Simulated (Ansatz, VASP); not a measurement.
# Ti: VASP beside Ansatz

Wanted: the spread between two codes on one cell, functional and k mesh. The structure shown is frame 250 of Ansatz's trajectory.

Calculated with Ansatz 0.2.0; plane waves, with VASP 6.6.1 beside it; single point at PBE with D3(BJ).

## 1. Set-up

The cell holds 48 atoms: 48 Ti. Cell: a = 9.755 Å, b = 9.755 Å, c = 9.755 Å, α = 90.0°, β = 90.0°, γ = 90.0°. As first built, before any earlier steps moved the atoms (in the runner's words): 48 atoms (48 Ti) placed at random at 4.11 g/cm^3 and pushed apart to contact distance.

## 2. Ansatz: dynamics, PBE with D3(BJ)

Ansatz runs on its default PAW (the set named soft_2) files.

One frame of this run of dynamics is then solved in both programs, so the motion causes no difference.

input.yaml reads:

```yaml
crystal:
  lattice:
    - [9.755, 0.0, 0.0]
    - [0.0, 9.755, 0.0]
    - [0.0, 0.0, 9.755]
  atoms:
    - { symbol: Ti, position: [0.47773, 0.98123, 0.12084] }
    - { symbol: Ti, position: [0.87587, 0.37724, 0.37353] }
    - { symbol: Ti, position: [0.71014, 0.43825, 0.59078] }
    - { symbol: Ti, position: [0.12226, 0.85786, 0.45876] }
    - { symbol: Ti, position: [0.36939, 0.83171, 0.34002] }
    - { symbol: Ti, position: [0.40543, 0.09835, 0.35791] }
    - { symbol: Ti, position: [0.26885, 0.27487, 0.78488] }
    - { symbol: Ti, position: [0.2445, 0.43753, 0.99925] }
    - { symbol: Ti, position: [0.91859, 0.66166, 0.5145] }
    - { symbol: Ti, position: [0.30468, 0.1783, 0.04281] }
    - { symbol: Ti, position: [0.54629, 0.11943, 0.63945] }
    - { symbol: Ti, position: [0.75648, 0.76898, 0.96205] }
    - { symbol: Ti, position: [0.16254, 0.52058, 0.5036] }
    - { symbol: Ti, position: [0.09762, 0.57183, 0.8173] }
    - { symbol: Ti, position: [0.5156, 0.25019, 0.89081] }
    - { symbol: Ti, position: [0.47428, 0.45506, 0.72041] }
    - { symbol: Ti, position: [0.22461, 0.81704, 0.70488] }
    - { symbol: Ti, position: [0.75384, 0.23726, 0.76516] }
    - { symbol: Ti, position: [0.16701, 0.00082, 0.89361] }
    - { symbol: Ti, position: [0.86478, 0.89351, 0.38701] }
    - { symbol: Ti, position: [0.28535, 0.05596, 0.59561] }
    - { symbol: Ti, position: [0.66896, 0.81491, 0.21294] }
    - { symbol: Ti, position: [0.35428, 0.64605, 0.86818] }
    - { symbol: Ti, position: [0.91085, 0.08646, 0.57497] }
    - { symbol: Ti, position: [0.97076, 0.39968, 0.6496] }
    - { symbol: Ti, position: [0.00745, 0.68484, 0.04792] }
    - { symbol: Ti, position: [0.76988, 0.87049, 0.65368] }
    - { symbol: Ti, position: [0.24424, 0.84768, 0.10169] }
    - { symbol: Ti, position: [0.82794, 0.02435, 0.91312] }
    - { symbol: Ti, position: [0.18696, 0.396, 0.25941] }
    - { symbol: Ti, position: [0.61749, 0.2541, 0.41695] }
    - { symbol: Ti, position: [0.09747, 0.24791, 0.46623] }
    - { symbol: Ti, position: [0.15152, 0.66288, 0.2748] }
    - { symbol: Ti, position: [0.65918, 0.63503, 0.41359] }
    - { symbol: Ti, position: [0.83458, 0.60135, 0.76579] }
    - { symbol: Ti, position: [0.38758, 0.62167, 0.13466] }
    - { symbol: Ti, position: [0.94511, 0.23141, 0.15754] }
    - { symbol: Ti, position: [0.01144, 0.21487, 0.84171] }
    - { symbol: Ti, position: [0.72541, 0.07664, 0.24497] }
    - { symbol: Ti, position: [0.41837, 0.65082, 0.53391] }
    - { symbol: Ti, position: [0.52168, 0.82286, 0.74773] }
    - { symbol: Ti, position: [0.46422, 0.46406, 0.3396] }
    - { symbol: Ti, position: [0.15724, 0.09469, 0.25253] }
    - { symbol: Ti, position: [0.35246, 0.30864, 0.52952] }
    - { symbol: Ti, position: [0.97934, 0.82308, 0.81676] }
    - { symbol: Ti, position: [0.63943, 0.50054, 0.92866] }
    - { symbol: Ti, position: [0.68972, 0.46956, 0.19184] }
    - { symbol: Ti, position: [0.53702, 0.24966, 0.15961] }
kpoints:
  mp_grid: { grid: [1, 1, 1] }
hamiltonian:
  xc: pbe
  dispersion: d3bj
scf:
  occupations: { method: fermi_dirac, width: 0.172 }
output:
  forces: true
  stress: true
md:
  timestep: 4.0
  n_steps: 750
  ensemble: nvt_nose_hoover
  temperature: 3000
  initial_velocities: maxwell_boltzmann
  seed: 7
  temperature_schedule:
    - { n_steps: 93, end_temperature: 3000 }
    - { n_steps: 93, end_temperature: 2000 }
```

Run with:

```console
> ansatz run input.yaml --threads 8 --pin off --max-ram 15360MiB --backend cpu --events-out ev --progress --plain --runs-dir out
```

Numbers of over 12 decimals in the logs are rounded to 6 here.

Output:

```text
Warning: md: disabling space-group detection — thermal motion breaks the input geometry's symmetry, so no spatial operation reduces the k-mesh or symmetrises the density; time reversal is kept, so that k and −k are solved as one point where they differ and the mesh holds both, and exact exchange and, on two spinor components, a DFT+U term hold to it where the run has them: on two components no moment then forms, and  [...]
Warning: output.stress: scf.convergence.dr2_threshold = 4.8e-8 eV (the default of an md: trajectory) is looser than the 4.8e-9 eV advised for a printed stress (1e-10 eV for each atom of the cell: 48). What an SCF threshold leaves in a stress goes as its square root, and in the free energy as the threshold itself, and one threshold admits the most on a small cell: [figures from the program's tests cut] Set scf.converg [...]
band count auto-derived: 358 (N_el = 576.0; filled up to band 288; 346 by the electrons, moments and atoms)
Engine: ansatz 0.2.0, aarch64-unknown-linux-gnu
Pseudopotentials: kind: paw
Pseudopotential: Ti, paw, valence charge 12, recommended cutoff 420 eV (normal), Ti.paw.azcp
Functional definition: PBE
  parameter kappa = 0.804
  parameter beta = 0.066725
  exchange = pbe_x(kappa = kappa, mu = beta*pi^2/3)
  correlation = pbe_c(beta = beta)
Crystal: 48 atoms, lattice volume = 928.286 Å³
Basis set: ecut = 420 eV, 18037 PW (Γ), exchange–correlation on 144×144×144 points (8 copies of the dense FFT grid, shifted against one another)
Bands: 358, of which v1, the nominal top of the filled ones, is band 288 counted from 1 (287 counted from 0)
Symmetry: 1 space group operations
k-points: 1
Non-local potential: Ti, projectors of the file, l = 0: 3, l = 1: 2, l = 2: 3, l = 3: 1
PAW form: soft (Blöchl's): semilocal exchange-correlation on the pseudo side does not see the compensation charge
PAW one-centre angular grid: Ti, 590 points (default); XC on 64 Gauss nodes
Initial density: superposition of atomic densities (neutral atoms: chi_scale 0, normalization atom), corrected by the library's trained network
Initial wavefunctions: pseudopotential atomic-orbital guess
Functional: x = pbe(κ = 0.804, μ = 0.219515), c = pbe(β = 0.066725)
SCF iter   1: F=—  HF=-119983.402393 eV  |F-HF|=—  |Δ(HF+E_count)|=         —  Δρ=9.55e-3  dr2=3.18e0  ethr=1.77e-3  ⟨swp⟩=7.0  Hψ=1540  notcnv=0
preconditioner: auto → Kerker (q_TF=auto, 2.520 Å⁻¹)  [metal: Δε(μ)=0.040 eV  Ē_g=2.337 eV  σ=0.172 eV  W_gap=0.06  n_scr=250 (ndim 8)  ℏωp=16.9 eV  f_vac=0.000  D(μ)=82.55/eV (n_scr^D=1020)]
SCF iter   2: F=—  HF=-119983.305759 eV  |F-HF|=—  |Δ(HF+E_count)|=   9.66e-2  Δρ=4.21e-3  dr2=5.60e-1  ethr=5.52e-4  ⟨swp⟩=1.0  Hψ=412  notcnv=0
SCF iter   3: F=—  HF=-119983.290134 eV  |F-HF|=—  |Δ(HF+E_count)|=   1.56e-2  Δρ=8.82e-4  dr2=8.14e-3  ethr=9.72e-5  ⟨swp⟩=1.0  Hψ=358  notcnv=0
SCF iter   4: F=—  HF=-119983.290429 eV  |F-HF|=—  |Δ(HF+E_count)|=   2.95e-4  Δρ=2.12e-4  dr2=7.20e-4  ethr=1.41e-6  ⟨swp⟩=2.0  Hψ=518  notcnv=0
SCF iter   5: F=—  HF=-119983.290399 eV  |F-HF|=—  |Δ(HF+E_count)|=   3.06e-5  Δρ=7.73e-5  dr2=1.36e-4  ethr=1.25e-7  ⟨swp⟩=2.0  Hψ=496  notcnv=0
SCF iter   6: F=—  HF=-119983.290373 eV  |F-HF|=—  |Δ(HF+E_count)|=   2.55e-5  Δρ=3.01e-5  dr2=1.76e-5  ethr=2.36e-8  ⟨swp⟩=2.0  Hψ=440  notcnv=0
SCF iter   7: F=—  HF=-119983.291427 eV  |F-HF|=—  |Δ(HF+E_count)|=   1.05e-3  Δρ=1.14e-5  dr2=2.96e-6  ethr=3.06e-9  ⟨swp⟩=2.0  Hψ=512  notcnv=0
SCF iter   8: F=—  HF=-119983.291427 eV  |F-HF|=—  |Δ(HF+E_count)|=   1.66e-7  Δρ=4.45e-6  dr2=3.85e-7  ethr=5.14e-10  ⟨swp⟩=2.0  Hψ=452  notcnv=0
SCF iter   9: F=—  HF=-119983.291427 eV  |F-HF|=—  |Δ(HF+E_count)|=   1.56e-8  Δρ=1.77e-6  dr2=6.25e-8  ethr=6.68e-11  ⟨swp⟩=2.0  Hψ=511  notcnv=0
SCF iter  10: F=-119983.291427 eV  HF=-119983.291427 eV  |F-HF|=3.68e-9  |Δ(HF+E_count)|=   1.24e-9  Δρ=6.32e-7  dr2=7.04e-9  ethr=8.33e-12  ⟨swp⟩=3.0  Hψ=960  notcnv=0
SCF 1 converged in 10 iterations: F = -119983.291427 eV  dr2 = 7.04e-9
[...]
md step   718: t =  2872.00 fs  T =  1788.8 K (target 2000.0 K)  F+E_penalty+E_count = -119991.22055385 eV  E_kin = 10.867635 eV  conserved = -119965.08123269 eV  P_inst = -6.1290 GPa  (6 SCF iters, 3 dispersion substeps)
md step   720: t =  2880.00 fs  T =  1814.1 K (target 2000.0 K)  F+E_penalty+E_count = -119991.26630808 eV  E_kin = 11.021031 eV  conserved = -119965.07664345 eV  P_inst = -6.0180 GPa  (9 SCF iters, 3 dispersion substeps)
md step   722: t =  2888.00 fs  T =  1873.7 K (target 2000.0 K)  F+E_penalty+E_count = -119991.50777994 eV  E_kin = 11.383267 eV  conserved = -119965.07225769 eV  P_inst = -5.9252 GPa  (5 SCF iters, 3 dispersion substeps)
md step   724: t =  2896.00 fs  T =  2003.5 K (target 2000.0 K)  F+E_penalty+E_count = -119992.16854594 eV  E_kin = 12.171794 eV  conserved = -119965.07359264 eV  P_inst = -5.9155 GPa  (5 SCF iters, 3 dispersion substeps)
md step   726: t =  2904.00 fs  T =  2185.7 K (target 2000.0 K)  F+E_penalty+E_count = -119993.14556990 eV  E_kin = 13.278591 eV  conserved = -119965.08037402 eV  P_inst = -6.0035 GPa  (6 SCF iters, 3 dispersion substeps)
md step   728: t =  2912.00 fs  T =  2349.9 K (target 2000.0 K)  F+E_penalty+E_count = -119994.02040762 eV  E_kin = 14.275856 eV  conserved = -119965.08748392 eV  P_inst = -6.1466 GPa  (6 SCF iters, 3 dispersion substeps)
md step   730: t =  2920.00 fs  T =  2421.1 K (target 2000.0 K)  F+E_penalty+E_count = -119994.35224158 eV  E_kin = 14.708421 eV  conserved = -119965.08972975 eV  P_inst = -6.2515 GPa  (9 SCF iters, 3 dispersion substeps)
md step   732: t =  2928.00 fs  T =  2372.5 K (target 2000.0 K)  F+E_penalty+E_count = -119993.98944998 eV  E_kin = 14.413723 eV  conserved = -119965.08591861 eV  P_inst = -6.2281 GPa  (5 SCF iters, 3 dispersion substeps)
md step   734: t =  2936.00 fs  T =  2240.3 K (target 2000.0 K)  F+E_penalty+E_count = -119993.15076924 eV  E_kin = 13.610491 eV  conserved = -119965.07918497 eV  P_inst = -6.0643 GPa  (6 SCF iters, 3 dispersion substeps)
md step   736: t =  2944.00 fs  T =  2096.6 K (target 2000.0 K)  F+E_penalty+E_count = -119992.26426353 eV  E_kin = 12.737052 eV  conserved = -119965.07278194 eV  P_inst = -5.8436 GPa  (6 SCF iters, 3 dispersion substeps)
md step   738: t =  2952.00 fs  T =  2005.7 K (target 2000.0 K)  F+E_penalty+E_count = -119991.71380730 eV  E_kin = 12.185079 eV  conserved = -119965.07242075 eV  P_inst = -5.7005 GPa  (6 SCF iters, 3 dispersion substeps)
md step   740: t =  2960.00 fs  T =  1978.1 K (target 2000.0 K)  F+E_penalty+E_count = -119991.55216465 eV  E_kin = 12.017621 eV  conserved = -119965.07545294 eV  P_inst = -5.6714 GPa  (9 SCF iters, 3 dispersion substeps)
md step   742: t =  2968.00 fs  T =  1986.7 K (target 2000.0 K)  F+E_penalty+E_count = -119991.60895681 eV  E_kin = 12.069463 eV  conserved = -119965.07901357 eV  P_inst = -5.7259 GPa  (5 SCF iters, 3 dispersion substeps)
md step   744: t =  2976.00 fs  T =  1995.6 K (target 2000.0 K)  F+E_penalty+E_count = -119991.66761610 eV  E_kin = 12.123846 eV  conserved = -119965.08289628 eV  P_inst = -5.8567 GPa  (5 SCF iters, 3 dispersion substeps)
md step   746: t =  2984.00 fs  T =  1971.9 K (target 2000.0 K)  F+E_penalty+E_count = -119991.52356652 eV  E_kin = 11.979586 eV  conserved = -119965.08329409 eV  P_inst = -6.0060 GPa  (6 SCF iters, 3 dispersion substeps)
md step   748: t =  2992.00 fs  T =  1911.6 K (target 2000.0 K)  F+E_penalty+E_count = -119991.15117048 eV  E_kin = 11.613427 eV  conserved = -119965.07969746 eV  P_inst = -6.1086 GPa  (6 SCF iters, 3 dispersion substeps)
[...]
md step   750: t =  3000.00 fs  T =  1843.3 K (target 2000.0 K)  F+E_penalty+E_count = -119990.72305448 eV  E_kin = 11.198454 eV  conserved = -119965.07604574 eV  P_inst = -6.1590 GPa  (9 SCF iters, 3 dispersion substeps)
SCF converged after 9 iterations
Free energy (F): -119990.723054 eV
Harris-Foulkes:  -119990.723054 eV  (|F-HF|=2.13e-8)
Internal energy: -119982.794787 eV  (E = F + TS)
E sigma→0 (E₀):  -119986.758921 eV
Entropy (-TS):   -7.928268 eV (-165.172 meV/atom)
Fermi energy:    11.530388 eV
--- Per-component energies (eV) ---
  E_band       = -8504.581837
  E_kinetic    = 13078.097321
  E_local      = -46204.619633  (includes V_loc(G=0)·N_el)
  E_nonlocal   = 446.303532
  E_hartree    = 19124.079313
  E_xc         = -4653.807633
  E_vxc        = -5820.197538  (∫ρ·V_xc dr)
  E_paw        = -50314.987475  (= ΣΔE_a)
  E_vpaw       = -8252.329528  (= ΣTr[D̂ρ^β])
  E_aug_tail   = 0.005901  (compensation charges beyond the density's cutoff)
  E_ewald      = -51431.909402
  E_disp       = -25.956710  (pairwise vdW)
  E_smearing   = -7.928268  (= −TS)
  E_closure    = 0.000000  (closes the sum)
  Σ components = -119990.723054   (vs F -119990.723054, Δ=0.00e0)
--- Forces (eV/Å), atoms counted from 1 ---
  atom   1  Ti     1.92185114    -0.67754437    -0.15121342
  atom   2  Ti    -0.51990271     1.34218501     0.06244046
  atom   3  Ti     0.61366840     0.73918213     0.35632288
  atom   4  Ti     0.01605877    -0.36767274    -0.95701161
  atom   5  Ti     0.39537218     0.30757990     0.20373402
  atom   6  Ti     0.39696829     0.84674378     0.73786124
  atom   7  Ti     0.31585599    -0.17472056    -1.02303347
  atom   8  Ti     0.95929105     0.66190951    -1.15402029
  atom   9  Ti    -0.51880539    -0.27654358    -0.17779113
  atom  10  Ti     0.05885125    -0.33049484    -0.75469442
  atom  11  Ti     1.58824526    -0.34159199    -1.07182423
  atom  12  Ti    -0.85261825    -0.55672430    -0.20130785
  atom  13  Ti    -1.29929357    -0.46063585    -0.81955570
  atom  14  Ti     1.17551642    -0.05830956    -0.82964610
  atom  15  Ti     0.53748350     0.55305490    -0.89800807
  atom  16  Ti    -1.51688671     0.74045375     1.69369226
  atom  17  Ti     0.67678836    -0.92308000     0.62337964
  atom  18  Ti     0.55588855     0.09278240     1.32126724
  atom  19  Ti    -1.55099626     0.13969449     0.43250665
  atom  20  Ti     0.67471095    -0.30067685     0.55293205
  atom  21  Ti     0.82554644     0.25990294    -0.03017736
  atom  22  Ti    -0.11976866    -0.38799784    -0.51713702
  atom  23  Ti     0.02073264    -0.23891797    -0.00570306
  atom  24  Ti     0.26470035     0.88969741    -1.64750702
[...]
atom  41  Ti    -0.43006519    -1.27120434    -0.61874970
  atom  42  Ti    -0.63164705     0.67322208    -1.07962941
  atom  43  Ti     0.23133525    -0.19285474     0.03061706
  atom  44  Ti    -0.54151862    -0.38649266     1.65740767
  atom  45  Ti    -0.23153416    -0.98132972    -0.12079656
  atom  46  Ti    -0.26283000     1.66203037    -0.07125670
  atom  47  Ti    -0.97955131     0.05330546     0.28269399
  atom  48  Ti     1.08704764     0.14035391     1.02177484
  max |Σ_I F_I| component: 4.48e-5 eV/Å
--- Stress (GPa, compression-positive) ---
      -10.013940      -0.300437      -0.097345
       -0.300437      -6.140603       1.080963
       -0.097345       1.080963      -6.270178
  P = ⅓ Tr σ = -7.4749 GPa (-74.749 kbar)
--- MD trajectory: 750 steps, t = 0.0 → 3000.0 fs ---
  final state: T = 1843.3 K   F+E_penalty+E_count = -119990.72305448 eV   E_kin = 11.198454 eV
  conserved energy: peak-to-peak 7.333e-2 eV (1.528e-3 eV/atom) over 3000.0 fs
```

In the SCF lines HF is the Harris–Foulkes energy and dr2 the Hartree energy of the density residual, in eV; the loop may stop once dr2 is under the threshold and the program's other checks hold. Hψ counts applications of the Hamiltonian.

[end of part 1 of 2]

[Lines on the potential files, build, host, timing and source positions are cut from VASP's logs without a mark.]

[Logs are printed without paths, hosts, clocks, repeated set-up lines and the standing remarks that a program may print on its own settings, such as how far it seeks lower states.]

[Hosts, paths, dates, database ids (printed as entryN), source tags and the programs' standing remarks are cut or masked in the printed files.]
